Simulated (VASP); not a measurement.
All values below come from r2SCAN meta-GGA, VASP's PBE PAW potentials (set 64) (plane waves; VASP 6.6.1).

VASP input:

**INCAR**
```
PREC=Accurate
LCHARG=.False.
LMIXTAU=.True.
ENCUT=480
NELM=100
LASPH=.True.
SYSTEM=Ge
METAGGA=R2SCAN
SIGMA=0.1
LMAXMIX=4
ISIF=2
ISMEAR=1
LREAL=.False.
ALGO=Normal
EDIFF=1E-7   # SCF stop (eV)
LWAVE=.False.
```

POSCAR:
```
Ge
1
    4.8782567109     0.0000000000     0.0000000000
   -2.4391283554     4.1824464166     0.0000000000
    0.0000000000     0.0000000000     2.6930848655
Ge
3
Direct
  0.0000000000   0.0000000000   1.0000000000
  0.3333330000   0.6666670000   0.5000000000
  0.6666670000   0.3333330000   0.5000000000
```

**KPOINTS**
```
Regular mesh
0
Gamma
 8 8 10
0 0 0
```

POTCAR, in this order: Ge_d (PBE.64 set). Program: vasp_std.

Output of the run:

**OUTCAR**
```
 ion  position               nearest neighbor table
   1  0.000  0.000  0.000-
   2  0.333  0.667  0.500-   3 2.79   3 2.81   3 2.81
   3  0.667  0.333  0.500-   2 2.79   2 2.81   2 2.81
  LATTYP: Found a base centered orthorhombic cell.
 ALAT       =     4.8782567109
 B/A-ratio  =     1.7147299392
 C/A-ratio  =     0.5520588655
 Subroutine PRICEL returns:
 Original cell was already a primitive cell.
 Subroutine GETGRP returns: Found  8 space group operations
The static configuration has the point symmetry D_2h.
The dynamic configuration has the point symmetry D_2h.
 Subroutine INISYM returns: Found  8 space group operations
 Subroutine IBZKPT returns following result:
 Found    126 irreducible k-points:

 Following reciprocal coordinates:
            Coordinates               Weight
  0.000000  0.000000  0.000000      1.000000
  0.125000  0.000000  0.000000      4.000000
  0.250000  0.000000  0.000000      4.000000
  0.375000  0.000000  0.000000      4.000000
  0.500000  0.000000  0.000000      2.000000
  0.000000  0.125000  0.000000      2.000000
...
```

**OSZICAR**
```
       N       E                     dE             d eps       ncg     rms          rms(c)
DAV:   1     0.248448995229E+03    0.24845E+03   -0.21815E+04  7060   0.476E+03
DAV:   2    -0.375277359917E+01   -0.25220E+03   -0.24918E+03  6348   0.648E+02
DAV:   3    -0.427299879467E+02   -0.38977E+02   -0.38638E+02  7449   0.177E+02
DAV:   4    -0.440993792722E+02   -0.13694E+01   -0.13649E+01  7215   0.403E+01
DAV:   5    -0.441237779392E+02   -0.24399E-01   -0.24362E-01  7732   0.552E+00    0.239E+00
DAV:   6    -0.400786355647E+02    0.40451E+01   -0.50546E-01  7653   0.172E+01    0.130E+00
DAV:   7    -0.390499387613E+02    0.10287E+01   -0.88490E-01  6500   0.764E+00    0.536E-01
DAV:   8    -0.398909652117E+02   -0.84103E+00   -0.30214E-01  6418   0.386E+00    0.344E-01
DAV:   9    -0.399675821051E+02   -0.76617E-01   -0.84260E-02  7353   0.170E+00    0.111E-01
DAV:  10    -0.399630088190E+02    0.45733E-02   -0.85220E-03  7484   0.118E+00    0.123E-01
DAV:  11    -0.399654585714E+02   -0.24498E-02   -0.15411E-03  6527   0.335E-01    0.733E-02
DAV:  12    -0.399669513499E+02   -0.14928E-02   -0.36668E-03  7348   0.381E-01    0.332E-02
DAV:  13    -0.399681342558E+02   -0.11829E-02   -0.39540E-04  6796   0.166E-01    0.180E-02
DAV:  14    -0.399681760126E+02   -0.41757E-04   -0.72422E-05  8695   0.890E-02    0.698E-03
DAV:  15    -0.399681727728E+02    0.32398E-05   -0.26870E-05  7139   0.597E-02    0.286E-03
DAV:  16    -0.399681889808E+02   -0.16208E-04   -0.10708E-05  6420   0.348E-02    0.134E-03
DAV:  17    -0.399681910408E+02   -0.20600E-05   -0.13936E-06  5720   0.839E-03    0.127E-03
DAV:  18    -0.399681918444E+02   -0.80365E-06   -0.39449E-07  5181   0.809E-03    0.770E-04
DAV:  19    -0.399681922429E+02   -0.39847E-06   -0.34543E-07  5457   0.495E-03    0.335E-04
DAV:  20    -0.399681921781E+02    0.64806E-07   -0.62969E-08  3449   0.252E-03
   1 F= -.39968192E+02 E0= -.39968303E+02  d E =0.331685E-03
```

File OUTCAR:
```
------------------------ aborting loop because EDIFF is reached ----------------------------------------
  FORCE on cell =-STRESS in cart. coord.  units (eV):
  Direction    XX          YY          ZZ          XY          YZ          ZX
  --------------------------------------------------------------------------------------
  Total        0.3454957      0.7628960      0.7668018      0.0000000      0.0000000      0.0000000
  in kB       10.0741428     22.2449193     22.3588059      0.0000000      0.0000000      0.0000000
  external PRESSURE =      18.2259560 kB  Pullay stress =       0.0000000 kB
  volume of cell :       54.95
      direct lattice vectors                 reciprocal lattice vectors
     4.878256711  0.000000000  0.000000000     0.204991262  0.119547258  0.000000000
    -2.439128355  4.182446417  0.000000000     0.000000000  0.239094516  0.000000000
     0.000000000  0.000000000  2.693084865     0.000000000  0.000000000  0.371321384
 POSITION                                       TOTAL-FORCE (eV/Angst)
 -----------------------------------------------------------------------------------
      0.00000      0.00000      0.00000        -0.000000      0.000000      0.000000
     -0.00000      2.78830      1.34654        -0.000000     -0.000821     -0.000000
      2.43913      1.39415      1.34654         0.000000      0.000821      0.000000
 -----------------------------------------------------------------------------------
    total drift:                                0.000000      0.000000      0.000000
  FREE ENERGIE OF THE ION-ELECTRON SYSTEM (eV)
  ---------------------------------------------------
  free  energy   TOTEN  =       -39.9681921781 eV

  energy  without entropy=      -39.9685238635  energy(sigma->0) =      -39.96830274
```
(Selected blocks of OUTCAR.)

The structure was generated: Ge was put into the omega type (P6/mmm), which need not be its known phase. This cell was strained or had an atom moved on purpose.
